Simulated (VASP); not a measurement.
Level of theory: r2SCAN meta-GGA, VASP's PBE PAW potentials (set 64) (plane waves; VASP).

The input files of a VASP run:

KPOINTS:
```
Automatic mesh
0
Gamma
8 8 3
0 0 0
```

**POSCAR**
```
La
1
    1.8911522456    -3.2755720024     0.0000000000
    1.8911522456     3.2755720024     0.0000000000
   -0.0000000000     0.0000000000    12.1145722742
La
4
Direct
  0.0000000000   0.0000000000   0.5000000000
  0.0000000000   0.0000000000   0.0000000000
  0.3333330000   0.6666670000   0.2500000000
  0.6666670000   0.3333330000   0.7500000000
```

INCAR:
```
ALGO = Normal
EDIFF = 1E-6
EDIFFG = -0.02
ENCUT = 400
IBRION = 2
ISIF = 3
ISMEAR = 1
LASPH = .TRUE.
LCHARG = .FALSE.
LMAXMIX = 6
LMIXTAU = .TRUE.
LREAL = .FALSE.
LWAVE = .FALSE.
METAGGA = R2SCAN
NELM = 100
NSW = 60
PREC = Accurate
SIGMA = 0.1
SYSTEM = La
```

POTCAR, in this order: La (PBE.64 set). Program: vasp_std.

Question: Estimate the energy per atom (σ→0), volume per atom, band gap (on the k-mesh).

Answer: 
The energy per atom (σ→0) is -29.743 eV/atom. The band gap (on the k-mesh) is none (metal, semimetal or under 0.01 eV) and the volume per atom is 37.35 Å³/atom.

OSZICAR:
```
...
DAV:   2    -0.118971476635E+03    0.39880E-02   -0.15413E-02  1738   0.137E+00    0.167E-01
DAV:   3    -0.118971486790E+03   -0.10156E-04   -0.90274E-03  1752   0.784E-01    0.361E-02
DAV:   4    -0.118971221259E+03    0.26553E-03   -0.13678E-03  1812   0.323E-01    0.208E-02
DAV:   5    -0.118971420113E+03   -0.19885E-03   -0.21176E-04  1688   0.110E-01    0.143E-02
DAV:   6    -0.118971549755E+03   -0.12964E-03   -0.11904E-04  1648   0.928E-02    0.915E-03
DAV:   7    -0.118971568097E+03   -0.18341E-04   -0.34087E-05  1600   0.386E-02    0.589E-03
DAV:   8    -0.118971567394E+03    0.70278E-06   -0.19929E-06   884   0.226E-02
   2 F= -.11897157E+03 E0= -.11897125E+03  d E =-.383949E-03
```

The compound is La in the dhcp structure. This run relaxes it. Symmetry was kept, so distortions that lower it aren't found. The start is the result of an earlier pass.
